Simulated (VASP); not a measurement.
```xyz
5
Lattice="3.9847 0.0000 0.0000 0.0000 3.9847 0.0000 0.0000 0.0000 4.1002" Properties=species:S:1:pos:R:3 pbc="T T T"
Ba     0.0000     0.0000     0.0153
Ti     1.9924     1.9924     2.1376
O      1.9924     1.9924     3.9743
O      0.0000     1.9924     1.9878
O      1.9924     0.0000     1.9878
```

Level of theory: SCAN meta-GGA, VASP's PBE PAW potentials (set 64) (plane waves; VASP 6.6.1). Numerical set-up: 520 eV cut-off, 6×6×6 Γ-centred mesh, tetrahedra with Blöchl corrections, potentials Ba_sv Ti_sv O.

Unless said otherwise, spin-orbit coupling is left out, though it shifts the bands of the heavy elements here.

What does the run give for the energy per atom (σ→0), band gap (over mesh and band path) with the smallest direct gap where there is one?

```json
{
 "band gap (over mesh and band path)": "2.19 eV",
 "smallest direct gap (over mesh and band path)": "2.66 eV",
 "energy per atom (σ→0)": "-18.273 eV/atom"
}
```

Only differences to runs with the same potentials and settings are physical.

The compound is BaTiO3 in the tetragonal perovskite structure. It was relaxed first.
